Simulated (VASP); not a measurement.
Given:

```xyz
1
Lattice="0.0000 2.6687 2.6687 2.6687 0.0000 2.6687 2.6687 2.6687 0.0000" Properties=species:S:1:pos:R:3 pbc="T T T"
Yb     0.0000     0.0000     0.0000
```

These are PBE GGA with D4 dispersion, VASP's PBE PAW potentials (set 64) (plane waves; VASP 6.6.1) values and carry that method's errors. Numerical set-up: 520 eV cut-off, Gaussian smearing of 0.050 eV, potentials Yb_2.

The 4f electrons are frozen in the core of the lanthanide potential, so 4f levels, which can set the real gap, and their magnetism are missing.

Q: Give the energies of bands 4 to 7 at the high-symmetry points, in eV from the valence-band maximum.

A: 
```
band      Γ      X      U      L      W
----  -----  -----  -----  -----  -----
4     -5.04  -1.07  -0.28  -1.73  -0.02
5      3.08   0.33   0.22   0.23   0.86
6      3.08   1.58   1.21   2.84   0.86
7      3.08   6.75   4.58   2.84   2.67
```

The gap is indirect, 0.02 eV, from the valence maximum at L-W at 0.71 to the conduction minimum at L-W at 0.64.

The compound is Yb in the fcc structure. It was relaxed first, which changed the volume by -8 %.
